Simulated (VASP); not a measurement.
```
ZrS2
1.0
    1.83634    -3.18063     0.00000
    1.83634     3.18063     0.00000
    0.00000     0.00000     5.87421
Zr S
1 2
Direct
  0.00000   0.00000   0.00000
  0.33333   0.66667   0.25114
  0.66667   0.33333   0.74886
```

Computed with vdW-DF-cx, VASP's PBE PAW potentials (set 64) (plane waves; VASP). Settings: 520 eV cut-off, 7×7×4 Γ-centred mesh, Gaussian smearing of 0.050 eV, potentials Zr_sv S.

Q: The ions and cell shape at fixed volume are relaxed. What does this cell relax into?

A: 
```
ZrS2
1.0
    1.82639    -3.16341     0.00000
    1.82639     3.16341     0.00000
    0.00000     0.00000     5.93833
Zr S
1 2
Cartesian
  0.00000   0.00000   0.00000
  1.82639   1.05447   1.45828
  1.82639  -1.05447   4.48005
```
Space group P-3m1 (164), at a tolerance of 0.03 Å.

Q: How much energy does the relaxation gain?

A: The energy (σ→0) changes by -3.8 meV/atom, in 5 ionic steps.

The compound is ZrS2 in the 1T layered structure. This cell is one point of a volume scan, at 1.03 of the reference volume. Symmetry was kept, so distortions that lower it aren't found.
